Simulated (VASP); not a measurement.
Tl:

```
Tl
1.0
     3.46000    0.00000    0.00000
    -1.73000    2.99645    0.00000
     0.00000    0.00000    5.53254
Tl
2
Direct
  0.33333 0.66667 0.75000
  0.66667 0.33333 0.25000
```

| Item | Value |
| --- | --- |
| Program | VASP 6.6.1 |
| Task | relaxation of cell and atoms |
| Functional | PBE |
| Potentials or basis | VASP PAW PBE potentials, release 64 (Tl_d) |
| Cutoff | 600 eV |
| k mesh | 6 × 6 × 4 |
| Occupations | gaussian, width 0.05 eV |
| Spin | no spin polarisation |

At the start: pressure 3.0 GPa; volume 28.68 Å³/atom.

Question: Where does the relaxation end?

Answer: Over 5 steps the energy falls by 28.5 meV/atom and the volume is 31.15 Å³/atom (+8.6 %); space group P6_3/mmc (No. 194, to 0.05 Å).

The path:
| step | energy change (eV) | largest force (eV/Å) | pressure (GPa) | volume (Å³) |
| --- | --- | --- | --- | --- |
| 1 | 0.0000 | 0.0000 | 2.97 | 57.36 |
| 2 | -0.0555 | 0.0000 | 0.20 | 61.87 |
| 3 | -0.0564 | 0.0000 | -0.14 | 62.59 |
| 4 | -0.0564 | 0.0000 | -0.08 | 62.48 |
| 5 | -0.0570 | 0.0000 | -0.01 | 62.29 |

Final structure:
```xyz
2
Lattice="3.5142 0.0000 0.0000 -1.7571 3.0434 0.0000 0.0000 0.0000 5.8245" Properties=species:S:1:pos:R:3 pbc="T T T"
Tl    0.0000    2.0289    4.3684
Tl    1.7571    1.0145    1.4561
```
